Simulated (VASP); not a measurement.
These are G0W0 on PBE orbitals, VASP's PBE PAW potentials (set 64) (plane waves; VASP 6.6.1) values and carry that method's errors.

A VASP calculation is set up with these files.

**INCAR**
```
! general
SYSTEM     =SrTiO3
PREC       =Normal
ENCUT      =500
LREAL      =.False.   ! projection in real space or not
LASPH      =.True.   ! aspherical one-centre terms
NBANDS     =220

! electronic loop
ALGO       =EVGW0

! smearing
ISMEAR     =0   ! Gaussian
SIGMA      =0.01

! functional
GGA        =PE   ! PBE

! output
LWAVE      =.False.
LCHARG     =.False.

! other
NELMGW     =1
NOMEGA     =64
ENCUTGW    =170
NBANDSGW   =28
LSPECTRALGW=.True.
```

### KPOINTS
```
Automatic mesh
0
Gamma
4 4 4
0 0 0
```

**POSCAR**
```
SrTiO3
7.82540
  0.5000000000   0.0000000000   0.0000000000
  0.0000000000   0.5000000000   0.0000000000
  0.0000000000   0.0000000000   0.5000000000
Sr Ti O
1 1 3
direct
  0.0000000000   0.0000000000   0.0000000000
  0.5000000000   0.5000000000   0.5000000000
  0.5000000000   0.0000000000   0.5000000000
  0.0000000000   0.5000000000   0.5000000000
  0.5000000000   0.5000000000   0.0000000000
```

POTCAR, in this order: Sr_sv_GW Ti_sv_GW O_GW_new (PBE.64 set). Program: vasp_std. Read from the step before: WAVECAR, WAVEDER.

Output of the run:

File OSZICAR:
```
energies w=
    0.000    0.000    0.829    0.000    1.656    0.000    2.479    0.000
    3.297    0.000    4.108    0.000    4.911    0.000    5.705    0.000
    6.489    0.000    7.263    0.000    8.025    0.000    8.778    0.000
    9.520    0.000   10.252    0.000   10.975    0.000   11.689    0.000
   12.396    0.000   13.097    0.000   13.792    0.000   14.484    0.000
   15.172    0.000   15.859    0.000   16.547    0.000   17.236    0.000
   17.929    0.000   18.626    0.000   19.331    0.000   20.045    0.000
   20.770    0.000   21.509    0.000   22.264    0.000   23.038    0.000
   23.833    0.000   24.653    0.000   25.502    0.000   26.384    0.000
   27.303    0.000   28.266    0.000   29.276    0.000   30.342    0.000
   31.472    0.000   32.674    0.000   33.958    0.000   35.339    0.000
   36.830    0.000   38.449    0.000   40.218    0.000   42.163    0.000
   44.316    0.000   46.717    0.000   49.416    0.000   52.478    0.000
   55.985    0.000   60.046    0.000   64.809    0.000   70.475    0.000
   77.331    0.000   85.794    0.000   96.500    0.000  110.468    0.000
  129.433    0.000  156.621    0.000  198.776    0.000  272.769    0.000
NQ=   1    0.0000    0.0000    0.0000,
 performed        635000 updates of chi_q(r,r)
NQ=   2    0.2500    0.0000    0.0000,
 performed       1664000 updates of chi_q(r,r)
NQ=   3    0.5000    0.0000    0.0000,
 performed       2484000 updates of chi_q(r,r)
NQ=   4    0.2500    0.2500    0.0000,
 performed       3685000 updates of chi_q(r,r)
NQ=   5    0.5000    0.2500    0.0000,
 performed       4886000 updates of chi_q(r,r)
NQ=   6    0.5000    0.5000    0.0000,
 performed       5693000 updates of chi_q(r,r)
NQ=   7    0.2500    0.2500    0.2500,
 performed       6648000 updates of chi_q(r,r)
NQ=   8    0.5000    0.2500    0.2500,
 performed       7776000 updates of chi_q(r,r)
NQ=   9    0.5000    0.5000    0.2500,
 performed       8780000 updates of chi_q(r,r)
NQ=  10    0.5000    0.5000    0.5000,
 performed       9415000 updates of chi_q(r,r)
 resolving degeneracies of screened two electron integrals
```

**OUTCAR**
```


 k-point   1 :       0.0000    0.0000    0.0000
  band No.  KS-energies  QP-energies   sigma(KS)   V_xc(KS)     V^pw_x(r,r')   Z            occupation Imag(sigma)

      1     -50.8993     -51.6888     -26.3310     -24.9656     -41.7011       0.5782       2.0000       1.6379
      2     -27.1916     -28.6214     -19.6830     -17.4473     -28.9751       0.6395       2.0000       1.0673
      3     -27.1522     -28.0042     -25.4298     -24.1149     -34.6393       0.6479       2.0000       0.9701
      4     -27.1522     -28.0042     -25.4298     -24.1149     -34.6393       0.6479       2.0000       0.9701
      5     -27.1522     -28.0042     -25.4298     -24.1149     -34.6393       0.6479       2.0000       0.9701
      6     -11.8406     -12.9498     -20.7911     -19.0524     -30.6813       0.6379       2.0000       1.3849
      7     -10.8663     -11.9866     -21.7188     -19.9693     -31.3967       0.6404       2.0000       1.2840
      8     -10.8663     -11.9866     -21.7188     -19.9693     -31.3967       0.6404       2.0000       1.2840
      9      -9.1778     -11.2946     -19.3076     -16.6011     -23.1611       0.7821       2.0000       0.3520
     10      -9.1778     -11.2946     -19.3076     -16.6011     -23.1611       0.7821       2.0000       0.3520
     11      -9.1778     -11.2946     -19.3076     -16.6011     -23.1611       0.7821       2.0000       0.3520
     12       2.7429       2.0740     -19.1558     -18.2138     -24.0059       0.7100       2.0000       0.4193
     13       2.7429       2.0740     -19.1558     -18.2138     -24.0059       0.7100       2.0000       0.4193
     14       2.7429       2.0740     -19.1558     -18.2138     -24.0059       0.7100       2.0000       0.4193
     15       4.3901       3.8650     -19.4865     -18.7448     -24.0228       0.7080       2.0000       0.3351
     16       4.3901       3.8650     -19.4865     -18.7448     -24.0228       0.7080       2.0000       0.3351
     17       4.3901       3.8650     -19.4865     -18.7448     -24.0228       0.7080       2.0000       0.3351
     18       5.2053       4.7707     -20.8650     -20.2657     -25.1406       0.7251       2.0000       0.2706
     19       5.2053       4.7707     -20.8650     -20.2657     -25.1406       0.7251       2.0000       0.2706
     20       5.2053       4.7707     -20.8650     -20.2657     -25.1406       0.7251       2.0000       0.2706
     21       7.4026       8.6718     -16.6823     -18.4132     -10.7325       0.7332       0.0000      -0.2722
     22       7.4026       8.6718     -16.6823     -18.4132     -10.7325       0.7332       0.0000      -0.2722
     23       7.4026       8.6718     -16.6823     -18.4132     -10.7325       0.7332       0.0000      -0.2722
     24       9.8329      11.4748     -19.6187     -21.9008     -13.5789       0.7195       0.0000      -0.2932
     25       9.8329      11.4748     -19.6187     -21.9008     -13.5789       0.7195       0.0000      -0.2932
     26      10.9773      11.6955      -9.6930     -10.5714      -5.3575       0.8176       0.0000      -0.1856
     27      10.9773      11.6955      -9.6930     -10.5714      -5.3575       0.8176       0.0000      -0.1856
     28      11.7156      12.2789     -10.6174     -11.3138      -6.2347       0.8088       0.0000      -0.1903

 k-point   2 :       0.2500    0.0000    0.0000
  band No.  KS-energies  QP-energies   sigma(KS)   V_xc(KS)     V^pw_x(r,r')   Z            occupation Imag(sigma)

      1     -50.8985     -51.6875     -26.3271     -24.9666     -41.7018       0.5799       2.0000       1.6386
      2     -27.2624     -28.3747     -22.5832     -20.8347     -31.8961       0.6361       2.0000       1.0306
      3     -27.1509     -28.0033     -25.4299     -24.1173     -34.6368       0.6494       2.0000       0.9676
      4     -27.1509     -28.0033     -25.4299     -24.1173     -34.6368       0.6494       2.0000       0.9676
      5     -27.1051     -28.2539     -22.4659     -20.6931     -31.7094       0.6480       2.0000       1.0084
      6     -11.9073     -13.1007     -20.5084     -18.6667     -29.9420       0.6479       2.0000       1.3148
      7     -10.8466     -11.9677     -21.7527     -20.0033     -31.4274       0.6409       2.0000       1.2787
      8     -10.7932     -11.9902     -21.6982     -19.8656     -31.1024       0.6532       2.0000       1.2382
      9      -9.1548     -11.2697     -19.3218     -16.6201     -23.1566       0.7828       2.0000       0.3403
     10      -9.1548     -11.2697     -19.3218     -16.6201     -23.1566       0.7828       2.0000       0.3403
     11      -8.8590     -10.8332     -19.9126     -17.3576     -24.2875       0.7727       2.0000       0.4079
     12       2.0282       1.4593     -19.3033     -18.4971     -24.1033       0.7057       2.0000       0.4457
     13       2.7158       2.0581     -18.9265     -17.9990     -23.7281       0.7091       2.0000       0.4278
     14       2.7158       2.0581     -18.9265     -17.9990     -23.7281       0.7091       2.0000       0.4278
     15       3.7579       3.2697     -18.7408     -18.0521     -22.9016       0.7090       2.0000       0.3563
     16       3.7579       3.2697     -18.7408     -18.0521     -22.9016       0.7090       2.0000       0.3563
     17       3.8931       3.3825     -19.2184     -18.5025     -23.6175       0.7132       2.0000       0.3514
     18       3.9605       3.3917     -18.5337     -17.7321     -22.9938       0.7096       2.0000       0.3600
     19       4.9623       4.5156     -20.6478     -20.0312     -24.9052       0.7245       2.0000       0.2769
     20       4.9623       4.5156     -20.6478     -20.0312     -24.9052       0.7245       2.0000       0.2769
     21       7.4822       8.7735     -16.8874     -18.6551     -10.8424       0.7306       0.0000      -0.2790
     22       8.4528       9.7260     -18.0552     -19.8435     -12.1837       0.7120       0.0000      -0.3085
     23       8.4528       9.7260     -18.0552     -19.8435     -12.1837       0.7120       0.0000      -0.3085
     24       9.8403      11.4841     -19.6982     -21.9897     -13.6471       0.7173       0.0000      -0.2943
     25      11.1327      12.6514     -19.5650     -21.6942     -13.4597       0.7132       0.0000      -0.3452
     26      11.8887      12.7087     -10.3320     -11.3473      -5.8776       0.8077       0.0000      -0.2034
     27      11.9079      12.7638     -10.9212     -11.9878      -6.6206       0.8025       0.0000      -0.2014
     28      13.0995      13.7797     -11.5536     -12.4106      -7.0142       0.7937       0.0000      -0.2317

 k-point   3 :       0.5000    0.0000    0.0000
  band No.  KS-energies  QP-energies   sigma(KS)   V_xc(KS)     V^pw_x(r,r')   Z            occupation Imag(sigma)

      1     -50.8977     -51.6884     -26.3230     -24.9675     -41.7025       0.5834       2.0000       1.6392
      2     -27.3093     -28.3511     -23.0504     -21.4038     -32.4086       0.6327       2.0000       1.0303
      3     -27.1494     -28.0031     -25.4301     -24.1196     -34.6347       0.6515       2.0000       0.9652
      4     -27.1494     -28.0031     -25.4301     -24.1196     -34.6347       0.6515       2.0000       0.9652
      5     -27.0814     -28.2815     -21.9381     -20.0906     -31.1906       0.6496       2.0000       1.0113
      6     -12.0552     -13.3122     -20.1979     -18.2799     -29.2845       0.6554       2.0000       1.2677
      7     -10.8273     -11.9478     -21.7867     -20.0378     -31.4586       0.6407       2.0000       1.2733
      8     -10.5467     -11.7882     -21.9895     -20.1197     -31.3234       0.6640       2.0000       1.2081
      9      -9.1316     -11.2428     -19.3367     -16.6396     -23.1526       0.7828       2.0000       0.3286
     10      -9.1316     -11.2428     -19.3367     -16.6396     -23.1526       0.7828       2.0000       0.3286
     11      -8.6065     -10.5037     -20.2574     -17.7847     -24.8340       0.7673       2.0000       0.4174
     12       1.2536       0.7915     -19.5619     -18.9021     -24.5040       0.7004       2.0000       0.4877
     13       2.7307       2.0724     -18.6233     -17.6967     -23.3916       0.7105       2.0000       0.4309
     14       2.7307       2.0724     -18.6233     -17.6967     -23.3916       0.7105       2.0000       0.4309
     15       3.0916       2.4560     -17.9416     -17.0427     -22.6647       0.7070       2.0000       0.4495
     16       3.2173       2.7259     -18.5077     -17.8132     -22.6980       0.7076       2.0000       0.4028
     17       3.2173       2.7259     -18.5077     -17.8132     -22.6980       0.7076       2.0000       0.4028
     18       3.5952       2.9922     -17.8848     -17.0354     -22.3459       0.7099       2.0000       0.3907
     19       4.8297       4.3592     -20.5737     -19.9232     -24.9160       0.7232       2.0000       0.2843
     20       4.8297       4.3592     -20.5737     -19.9232     -24.9160       0.7232       2.0000       0.2843
     21       7.5656       8.8818     -17.1167     -18.9246     -10.9676       0.7280       0.0000      -0.2865
     22       9.3106      10.6512     -19.0252     -20.9601     -12.6334       0.6928       0.0000      -0.3859
     23       9.3106      10.6512     -19.0252     -20.9601     -12.6334       0.6928       0.0000      -0.3859
     24       9.8458      11.4892     -19.7191     -22.0132     -13.6612       0.7163       0.0000      -0.2948
     25      12.0306      13.5078     -19.8287     -21.9390     -13.3685       0.7000       0.0000      -0.4124
     26      12.8643      13.8838     -12.0618     -13.3534      -7.6758       0.7893       0.0000      -0.2295
     27      12.9727      13.9243     -11.3022     -12.4962      -6.7760       0.7970       0.0000      -0.2254
     28      13.5885      14.7105     -10.5685     -11.9599      -5.8874       0.8063       0.0000      -0.2139

 k-point   4 :       0.2500    0.2500    0.0000
  band No.  KS-energies  QP-energies   sigma(KS)   V_xc(KS)     V^pw_x(r,r')   Z            occupation Imag(sigma)

      1     -50.8977     -51.6876     -26.3232     -24.9676     -41.7026       0.5826       2.0000       1.6392
      2     -27.2571     -28.3523     -22.7489     -21.0293     -32.0581       0.6369       2.0000       1.0252
      3     -27.1867     -28.0120     -25.3566     -24.0697     -34.6225       0.6414       2.0000       0.9746
      4     -27.1496     -28.0021     -25.4298     -24.1196     -34.6340       0.6507       2.0000       0.9651
      5     -27.0988     -28.2664     -22.3083     -20.5106     -31.5496       0.6495       2.0000       1.0073
      6     -11.7618     -12.9893     -20.5900     -18.7044     -29.8521       0.6510       2.0000       1.2734
      7     -10.9386     -12.2216     -21.2527     -19.3061     -30.1237       0.6591       2.0000       1.1599
      8     -10.7613     -11.9227     -21.8266     -20.0419     -31.4010       0.6507       2.0000       1.2580
      9      -9.1295     -11.2414     -19.3399     -16.6439     -23.1553       0.7833       2.0000       0.3271
...
```
(Selected blocks of OUTCAR.)

The mesh is coarse and the basis finite, so the quasiparticle values are not converged.

The structure comes from a computed database's SrTiO3 entry (Pm-3m); how it stands against other phases isn't given here. The cell was not relaxed at this level.
